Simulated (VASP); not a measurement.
Write the native input for VASP 6.6.1 that does the following.

```
Task                   : single point
Functional             : PBE
Potentials or basis    : VASP PAW PBE potentials, release 64 (Sr_sv, Ga_d, I)
Cutoff                 : 520 eV
k mesh                 : 6 × 6 × 6
Occupations            : gaussian, width 0.1 eV
Spin                   : no spin polarisation
Dipole correction      : no
Further INCAR settings : ALGO = Fast; EDIFF = 1e-06; NBANDS = 30
```

The structure of SrGaI3 lies in POSCAR:

```
SrGaI3
1.0
    5.8944778264      0.0000000000      0.0000000000
    0.0000000000      5.8944778264      0.0000000000
    0.0000000000      0.0000000000      5.8944778264
Sr Ga I
1 1 3
Direct
    0.5000000000      0.5000000000      0.5000000000
    0.0000000000      0.0000000000      0.0000000000
    0.5000000000      0.0000000000      0.0000000000
    0.0000000000      0.5000000000      0.0000000000
    0.0000000000      0.0000000000      0.5000000000
```

The cell was built by a generator and needn't be a form met in nature.

The input as run:

INCAR

```
SYSTEM = SrGaI3
  PREC = Accurate
  ENCUT = 520
  EDIFF = 1E-6
  ISMEAR = 0
  SIGMA = 0.1
  LREAL = .FALSE.
  LASPH = .TRUE.
  NELM = 60
  ALGO = Fast
  ISIF = 2
  LWAVE = .FALSE.
  LCHARG = .FALSE.
  GGA = PE
  NBANDS = 30
```

KPOINTS

```
Automatic mesh
0
G
  6 6 6
  0 0 0
```

Potentials or basis: VASP PAW PBE potentials, release 64 (Sr_sv, Ga_d, I).

Command:

```sh
$ cat potpaw_PBE.64/Sr_sv/POTCAR potpaw_PBE.64/Ga_d/POTCAR potpaw_PBE.64/I/POTCAR > POTCAR
$ mpirun -np 1 vasp_std > vasp.out
```

Results of the run:

- Pressure: 0.0 GPa
- Band gap on the k mesh: none (metal or under the smearing width)

Run time: 4.5 min on 1 thread of Intel(R) Xeon(R) Platinum 8375C CPU @ 2.90GHz (Ice Lake) (shared host), peak memory 0.4 GiB.
